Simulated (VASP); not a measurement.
Set up this calculation in VASP 6.6.1, as the native input.

```
Task                   : relaxation of cell and atoms
Functional             : LDA
Potentials or basis    : VASP PAW LDA potentials, release 64 (Mg, H)
Cutoff                 : 600 eV
k mesh                 : 6 × 6 × 10
Occupations            : gaussian, width 0.03 eV
Spin                   : no spin polarisation
Further INCAR settings : ALGO = Normal; EDIFF = 1e-06; IBRION = 2; EDIFFG = -0.01; NSW = 90; ISIF = 3
```

The structure of MgH2 lies in POSCAR:

```
MgH2
1.0
    4.5168000000      0.0000000000      0.0000000000
    0.0000000000      4.5168000000      0.0000000000
    0.0000000000      0.0000000000      3.0205000000
Mg H
2 4
Direct
    0.0000000000      0.0000000000      0.0000000000
    0.5000000000      0.5000000000      0.5000000000
    0.3060000000      0.3060000000      0.0000000000
    0.1940000000      0.8060000000      0.5000000000
    0.6940000000      0.6940000000      0.0000000000
    0.8060000000      0.1940000000      0.5000000000
```

One way to write it, as run:

INCAR

```
SYSTEM = MgH2
PREC = Accurate ; ENCUT = 600
EDIFF = 1E-6 ; ISMEAR = 0
SIGMA = 0.03 ; LREAL = .FALSE.
LASPH = .TRUE. ; NELM = 80
ALGO = Normal ; ISIF = 3
LWAVE = .FALSE. ; LCHARG = .FALSE.
IBRION = 2 ; NSW = 90
EDIFFG = -0.01 ; KPAR = 2
```

KPOINTS

```
regular mesh
0
G
  6 6 10
  0 0 0
```

Potentials or basis: VASP PAW LDA potentials, release 64 (Mg, H).

Command:

```bash
$ cat potpaw_LDA.64/Mg/POTCAR potpaw_LDA.64/H/POTCAR > POTCAR
$ mpirun -np 2 vasp_std > vasp.out
```

It gave:

```
Relaxed volume                         : 9.65 Å³/atom
Relaxed cell                           : a = 4.417 Å, b = 4.417 Å, c = 2.966 Å, α = 90.00°, β = 90.00°, γ = 90.00°
Space group after relaxing (to 0.05 Å) : P4_2/mnm (No. 136)
Energy gained by relaxing              : 6.5 meV/atom
Ionic steps                            : 6
Pressure after relaxing                : 0.0 GPa
Largest force after relaxing           : 0.008 eV/Å
Band gap on the k mesh                 : 3.52 eV, indirect (least direct gap 4.40 eV)
```

It took 20 s on 2 MPI ranks on Intel(R) Xeon(R) Platinum 8488C (Sapphire Rapids) (shared host), peak memory 0.17 GiB a rank.
